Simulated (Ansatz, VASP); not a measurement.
# NaVS3 in two plane-wave programs, part 2 of 3

Aim: how closely do two programs agree when they are given the same cell, functional and k mesh? The cell is generated by rule, not measured, and may not be a known phase. The cell is taken from a series of runs on this material, whose earlier steps may have relaxed, scaled, displaced or heated it; both programs get it as it stands.

VASP 6.6.1 and Ansatz 0.2.0.

So far: The structure; VASP: zone-centre phonons, PBEsol.

## 2. VASP: zone-centre phonons, PBEsol (continued)

Level of this step: PBEsol, no spin polarisation; plane waves and PAW (Na_pv, V_sv, S); invented cell (VASP).

Parts of OUTCAR (step 2):

```text
ion  position               nearest neighbor table
   1  0.006  0.000  0.548-
   2  0.463  0.500  0.078-   3 2.09   4 2.12   5 2.30   5 2.30   4 2.47
   3  0.487  0.500  0.445-   2 2.09
   4  0.990  0.500  0.948-   2 2.12   2 2.47   5 2.77   5 2.77
   5  0.578  0.000  0.950-   2 2.30   2 2.30   4 2.77   4 2.77

  LATTYP: Found a simple monoclinic cell.
 ALAT       =     4.3468520899
 B/A-ratio  =     0.9712911705
 C/A-ratio  =     1.3130218008
 COS(beta)  =    -0.0871646962

 Subroutine GETGRP returns: Found  2 space group operations
 (whereof  2 operations were pure point group operations)

The static configuration has the point symmetry C_1h.

 Found    130 irreducible k-points:

   k-points           NKPTS =    130   k-points in BZ     NKDIM =    130   number of bands    NBANDS=     25

   dimension x,y,z NGX =    32 NGY =   32 NGZ =   42
   dimension x,y,z NGXF=    64 NGYF=   64 NGZF=   84

   ENCUT  =  500.0 eV  36.75 Ry    6.06 a.u.   7.93  7.70 10.41*2*pi/ulx,y,z

   NELECT =      38.0000    total number of electrons

 k-points in reciprocal lattice and weights: Automatic mesh
   0.00000000  0.00000000  0.00000000       0.003
   0.12500000  0.00000000 -0.00000000       0.005
   0.25000000  0.00000000 -0.00000000       0.005
   0.37500000  0.00000000  0.00000000       0.005
   0.50000000  0.00000000 -0.00000000       0.003
   0.00000000  0.12500000  0.00000000       0.005
   0.12500000  0.12500000 -0.00000000       0.010
   0.25000000  0.12500000 -0.00000000       0.010
   0.37500000  0.12500000  0.00000000       0.010
[...]
0.37500000  0.12500000  0.33333333       0.010
[...]
POSITION                                       TOTAL-FORCE (eV/Angst)
 -----------------------------------------------------------------------------------
     -0.24486      0.00000      3.11511         0.001563      0.000000     -0.003718
      1.97602      2.11103      0.44267        -0.004704      0.000000      0.005475
      1.89722      2.11103      2.52909        -0.000229      0.000000     -0.000196
      3.83844      2.11103      5.38545         0.006771      0.000000     -0.000504
      2.04416      0.00000      5.39751        -0.003401      0.000000     -0.001058
 -----------------------------------------------------------------------------------
    total drift:                               -0.000150     -0.000000     -0.000534

 Eigenvectors and eigenvalues of the dynamical matrix
 ----------------------------------------------------

   1 f  =   15.414360 THz    96.851279 2PiTHz  514.167697 cm-1    63.748641 meV
             X         Y         Z           dx          dy          dz
     -0.244860  0.000000  3.115113     0.001452   -0.000000    0.026957
      1.976023  2.111030  0.442672     0.067788   -0.000000   -0.651924
      1.897215  2.111030  2.529095    -0.037572   -0.000000    0.752308
      3.838443  2.111030  5.385454    -0.021408   -0.000000    0.020769
      2.044160  0.000000  5.397508    -0.027779    0.000000    0.025103

   2 f  =   12.851967 THz    80.751289 2PiTHz  428.695468 cm-1    53.151440 meV
             X         Y         Z           dx          dy          dz
     -0.244860  0.000000  3.115113    -0.004435   -0.000000    0.010686
      1.976023  2.111030  0.442672    -0.584219    0.000000   -0.096282
      1.897215  2.111030  2.529095     0.022472   -0.000000   -0.013592
      3.838443  2.111030  5.385454     0.788895    0.000000    0.144143
      2.044160  0.000000  5.397508    -0.071494   -0.000000   -0.018693

   3 f  =   10.576236 THz    66.452452 2PiTHz  352.785265 cm-1    43.739779 meV
             X         Y         Z           dx          dy          dz
     -0.244860  0.000000  3.115113     0.000000   -0.002956    0.000000
      1.976023  2.111030  0.442672    -0.000000   -0.523981    0.000000
      1.897215  2.111030  2.529095    -0.000000    0.016236    0.000000
      3.838443  2.111030  5.385454     0.000000   -0.184851   -0.000000
      2.044160  0.000000  5.397508     0.000000    0.831265   -0.000000

   4 f  =    7.513525 THz    47.208870 2PiTHz  250.624217 cm-1    31.073429 meV
             X         Y         Z           dx          dy          dz
     -0.244860  0.000000  3.115113     0.043896   -0.000000   -0.031067
      1.976023  2.111030  0.442672     0.321143   -0.000000   -0.369086
      1.897215  2.111030  2.529095    -0.089477    0.000000   -0.393128
      3.838443  2.111030  5.385454     0.088126   -0.000000    0.398312
      2.044160  0.000000  5.397508    -0.439407    0.000000    0.485487

   5 f  =    5.591796 THz    35.134290 2PiTHz  186.522236 cm-1    23.125799 meV
             X         Y         Z           dx          dy          dz
     -0.244860  0.000000  3.115113    -0.056055    0.000000    0.014221
      1.976023  2.111030  0.442672    -0.347610    0.000000   -0.297053
      1.897215  2.111030  2.529095     0.108366   -0.000000   -0.222035
      3.838443  2.111030  5.385454    -0.301411   -0.000000    0.364658
      2.044160  0.000000  5.397508     0.675068    0.000000    0.216791

   6 f  =    5.287611 THz    33.223042 2PiTHz  176.375730 cm-1    21.867794 meV
             X         Y         Z           dx          dy          dz
     -0.244860  0.000000  3.115113     0.000000    0.180139    0.000000
      1.976023  2.111030  0.442672     0.000000    0.560365    0.000000
      1.897215  2.111030  2.529095    -0.000000   -0.516840    0.000000
      3.838443  2.111030  5.385454     0.000000   -0.575051   -0.000000
      2.044160  0.000000  5.397508    -0.000000    0.236081   -0.000000

   7 f  =    4.819055 THz    30.279013 2PiTHz  160.746356 cm-1    19.929999 meV
             X         Y         Z           dx          dy          dz
     -0.244860  0.000000  3.115113    -0.164573   -0.000000    0.066508
      1.976023  2.111030  0.442672    -0.197519    0.000000   -0.045783
      1.897215  2.111030  2.529095     0.653372   -0.000000   -0.003258
      3.838443  2.111030  5.385454    -0.089587    0.000000   -0.479148
      2.044160  0.000000  5.397508    -0.178409    0.000000    0.480665

   8 f  =    3.507151 THz    22.036079 2PiTHz  116.985959 cm-1    14.504404 meV
             X         Y         Z           dx          dy          dz
     -0.244860  0.000000  3.115113     0.000000   -0.424810   -0.000000
      1.976023  2.111030  0.442672    -0.000000    0.199177    0.000000
      1.897215  2.111030  2.529095    -0.000000    0.683567    0.000000
      3.838443  2.111030  5.385454    -0.000000   -0.558942   -0.000000
      2.044160  0.000000  5.397508    -0.000000   -0.013606    0.000000

   9 f  =    3.209263 THz    20.164397 2PiTHz  107.049506 cm-1    13.272441 meV
             X         Y         Z           dx          dy          dz
     -0.244860  0.000000  3.115113     0.681965   -0.000000   -0.124588
      1.976023  2.111030  0.442672    -0.183315    0.000000    0.028864
      1.897215  2.111030  2.529095    -0.414160   -0.000000    0.023227
      3.838443  2.111030  5.385454    -0.029124    0.000000   -0.363066
      2.044160  0.000000  5.397508     0.102498    0.000000    0.411977

  10 f  =    2.645790 THz    16.623991 2PiTHz   88.254069 cm-1    10.942105 meV
             X         Y         Z           dx          dy          dz
     -0.244860  0.000000  3.115113    -0.000000   -0.805620    0.000000
      1.976023  2.111030  0.442672     0.000000    0.273519   -0.000000
      1.897215  2.111030  2.529095    -0.000000   -0.275266   -0.000000
      3.838443  2.111030  5.385454     0.000000    0.366875   -0.000000
      2.044160  0.000000  5.397508     0.000000    0.256506    0.000000

  11 f  =    2.629515 THz    16.521731 2PiTHz   87.711185 cm-1    10.874796 meV
             X         Y         Z           dx          dy          dz
     -0.244860  0.000000  3.115113    -0.348217    0.000000    0.643070
      1.976023  2.111030  0.442672     0.177496   -0.000000   -0.142975
      1.897215  2.111030  2.529095    -0.375886    0.000000   -0.160583
      3.838443  2.111030  5.385454     0.202350   -0.000000   -0.363272
      2.044160  0.000000  5.397508     0.239798   -0.000000    0.125567

  12 f  =    1.623666 THz    10.201797 2PiTHz   54.159680 cm-1     6.714942 meV
             X         Y         Z           dx          dy          dz
     -0.244860  0.000000  3.115113    -0.501305    0.000000   -0.634217
      1.976023  2.111030  0.442672     0.158855    0.000000    0.168396
      1.897215  2.111030  2.529095    -0.225169    0.000000    0.148878
      3.838443  2.111030  5.385454     0.196936    0.000000   -0.080382
      2.044160  0.000000  5.397508     0.232532    0.000000    0.347401

  13 f/i=    0.014621 THz     0.091867 2PiTHz    0.487705 cm-1     0.060468 meV
             X         Y         Z           dx          dy          dz
     -0.244860  0.000000  3.115113    -0.000000   -0.371556   -0.000000
      1.976023  2.111030  0.442672    -0.000000   -0.544932   -0.000000
      1.897215  2.111030  2.529095    -0.000000   -0.435405   -0.000000
      3.838443  2.111030  5.385454    -0.000000   -0.433744   -0.000000
      2.044160  0.000000  5.397508    -0.000000   -0.432763   -0.000000

  14 f/i=    0.019028 THz     0.119554 2PiTHz    0.634691 cm-1     0.078692 meV
             X         Y         Z           dx          dy          dz
     -0.244860  0.000000  3.115113     0.360047   -0.000000    0.037488
      1.976023  2.111030  0.442672     0.545097   -0.000000    0.055719
      1.897215  2.111030  2.529095     0.431689   -0.000000    0.044318
      3.838443  2.111030  5.385454     0.433003   -0.000000    0.043433
      2.044160  0.000000  5.397508     0.434618   -0.000000    0.046212

  15 f/i=    0.076464 THz     0.480437 2PiTHz    2.550562 cm-1     0.316229 meV
             X         Y         Z           dx          dy          dz
     -0.244860  0.000000  3.115113     0.023504   -0.000000   -0.401086
      1.976023  2.111030  0.442672     0.060322   -0.000000   -0.535188
      1.897215  2.111030  2.529095     0.039567   -0.000000   -0.423714
      3.838443  2.111030  5.385454     0.049755   -0.000000   -0.430638
      2.044160  0.000000  5.397508     0.050181   -0.000000   -0.420679

 ELASTIC MODULI CONTR FROM IONIC RELAXATION (kBar)
 Direction    XX          YY          ZZ          XY          YZ          ZX
 --------------------------------------------------------------------------------
 XX        -742.7760    -96.7160   -209.6721     -0.0000      0.0000   -153.0960
 YY         -96.7160   -324.4892   -181.0605      0.0000     -0.0000     57.7764
 ZZ        -209.6721   -181.0605  -1075.4819      0.0000     -0.0000     42.7745
 XY          -0.0000      0.0000      0.0000    -60.4387     38.1505     -0.0000
 YZ           0.0000     -0.0000     -0.0000     38.1505    -49.4923     -0.0000
 ZX        -153.0960     57.7764     42.7745     -0.0000     -0.0000   -127.1812
 --------------------------------------------------------------------------------
```

This run has no spin polarisation, so a moment on V, if there is one, isn't seen.

(Continued in part 3 of 3.)

[Lines on the potential files, build, host, timing and source positions are cut from VASP's logs without a mark.]

[Logs are printed without paths, hosts, clocks, repeated set-up lines and the standing remarks that a program may print on its own settings, such as how far it seeks lower states.]

[Hosts, paths, dates, database ids (printed as entryN), source tags and the programs' standing remarks are cut or masked in the printed files.]
